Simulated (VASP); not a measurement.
Consider the following.

```
HgTe
1.0
    0.00000     3.29460     3.29460
    3.29460     0.00000     3.29460
    3.29460     3.29460     0.00000
Hg Te
1 1
Cartesian
  0.00000   0.00000   0.00000
  1.64730   1.64730   1.64730
```

Method: PBE GGA, VASP's PBE PAW potentials (set 64) (plane waves; VASP 6.6.1). Run with 400 eV cut-off, 5×5×5 Γ-centred mesh, Gaussian smearing of 0.050 eV, potentials Hg Te.

Unless said otherwise, spin-orbit coupling is left out, though it shifts the bands of the heavy elements here.

### Question
Predict the energy per atom (σ→0), pressure, band gap (on the k-mesh) with the smallest direct gap where there is one.

### Answer

* **band gap (on the k-mesh)**: none (metal, semimetal or under 0.01 eV)
* **energy per atom (σ→0)**: -1.808 eV/atom
* **pressure**: 1.21 GPa

Total energies compare only between runs with the same potentials, cut-off and functional.

The compound is HgTe in the zinc blende structure. The cell was not relaxed at this level. The k-mesh is coarse (spacing up to 0.33 per Å, 2π included), so the numbers may not be converged in it.
